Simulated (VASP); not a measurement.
Computed with PBEsol GGA, VASP's PBE PAW potentials (set 64) (plane waves; VASP 6.6.1).

Input for VASP

**INCAR**
```
SYSTEM = Ca3MgO4
PREC = Accurate
ENCUT = 520
EDIFF = 1E-7
NELM = 100
ALGO = Normal
LREAL = .FALSE.
LASPH = .TRUE.
ISMEAR = -5
GGA = PS
LWAVE = .FALSE.
LCHARG = .TRUE.
LORBIT = 11
NEDOS = 601
ISIF = 2
```

File POSCAR:
```
Ca3MgO4
9.291380
  0.0000000000   0.2498904872   0.2498904872
  0.2498904872   0.0000000000   0.2498904872
  1.0000000382   1.0000000382  -0.0004380895
Mg O Ca
1 4 3
Cartesian
  0.2498904872   0.2498904872   0.4997809744
  0.2391413236   0.2391413236   0.2606396508
  0.4962687534   0.4962687534   0.2534027082
  0.7536217720   0.7536217720   0.2459401767
  1.0107492018   1.0107492018   0.2387032341
  0.2425477953   0.2425477953   0.0073426920
  0.7498905063   0.7498905063   0.4995619296
  1.0073427301   1.0073427301   0.4920001929
```

KPOINTS:
```
Automatic mesh
0
Gamma
9 9 3
0 0 0
```

POTCAR, in this order: Mg O Ca_sv (PBE.64 set). Program: vasp_std.

Task: Estimate the energy per atom (σ→0).

Result: 
```json
{
  "energy per atom (σ→0)": "-6534 meV/atom"
}
```

### OSZICAR
```
...
DAV:  11    -0.522759189834E+02    0.25346E-03   -0.34055E-03  5492   0.438E-01    0.760E-02
DAV:  12    -0.522757924924E+02    0.12649E-03   -0.98461E-04  5676   0.262E-01    0.230E-02
DAV:  13    -0.522757974745E+02   -0.49821E-05   -0.23492E-04  5052   0.106E-01    0.189E-02
DAV:  14    -0.522757947006E+02    0.27739E-05   -0.84586E-05  5916   0.519E-02    0.118E-02
DAV:  15    -0.522757930160E+02    0.16846E-05   -0.15017E-05  5020   0.251E-02    0.410E-03
DAV:  16    -0.522757926022E+02    0.41382E-06   -0.12419E-06  5324   0.840E-03    0.215E-03
DAV:  17    -0.522757925036E+02    0.98560E-07   -0.57757E-07  4236   0.430E-03
   1 F= -.52275793E+02 E0= -.52275793E+02  d E =0.000000E+00
```

The structure was generated: Ca3MgO4 was put into an ordered model structure (R-3m), which need not be its known phase. It was relaxed first.
